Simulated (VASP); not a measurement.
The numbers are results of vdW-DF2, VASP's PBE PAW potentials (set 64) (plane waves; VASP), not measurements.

VASP input:

### KPOINTS
```
Automatic mesh
0
Gamma
16 16 16
0 0 0
```

### INCAR
```
# general
SYSTEM   = Ag
PREC     = Accurate
ENCUT    = 520
LREAL    = .FALSE.   # projection in real space or not
LASPH    = .TRUE.

# electronic loop
EDIFF    = 1E-7
NELM     = 100
ALGO     = Normal   # blocked Davidson
LMAXMIX  = 4   # l cut-off of mixed one-centre charges

# smearing
ISMEAR   = -5   # tetrahedra, Bloechl

# functional
GGA      = ML
LUSE_VDW = .TRUE.
AGGAC    = 0.0
ZAB_VDW  = -1.8867

# ions
ISIF     = 2

# output
LWAVE    = .FALSE.
LCHARG   = .TRUE.
LORBIT   = 11   # lm-projected
NEDOS    = 601
```

**POSCAR**
```
Ag
1
    0.0000000000     2.1556457279     2.1556457279
    2.1556457279     0.0000000000     2.1556457279
    2.1556457279     2.1556457279     0.0000000000
Ag
1
Direct
  0.0000000000   0.0000000000   0.0000000000
```

POTCAR, in this order: Ag (PBE.64 set). Program: vasp_std.

**Question.** Predict the energy per atom (σ→0), band gap (on the k-mesh).

**Answer.** 
```yaml
energy per atom (σ→0): 0.615 eV/atom
band gap (on the k-mesh): none (metal, semimetal or under 0.01 eV)
```

**OSZICAR**
```
...
DAV:   7     0.612754336154E+00    0.47695E-02   -0.45890E-03  2835   0.967E-01    0.127E+00
DAV:   8     0.614946210993E+00    0.21919E-02   -0.94378E-04  2659   0.434E-01    0.183E-02
DAV:   9     0.614922850874E+00   -0.23360E-04   -0.18945E-05  3038   0.524E-02    0.699E-03
DAV:  10     0.614910155273E+00   -0.12696E-04   -0.21558E-05  2678   0.618E-02    0.131E-03
DAV:  11     0.614910329291E+00    0.17402E-06   -0.16188E-07  2969   0.484E-03    0.653E-04
DAV:  12     0.614910458251E+00    0.12896E-06   -0.12898E-07  2635   0.469E-03    0.115E-04
DAV:  13     0.614910424508E+00   -0.33743E-07   -0.55671E-10  1340   0.311E-04
   1 F= 0.61491042E+00 E0= 0.61491042E+00  d E =0.000000E+00
```

The compound is Ag in the fcc structure. It was relaxed first, which changed the volume by +17 %.
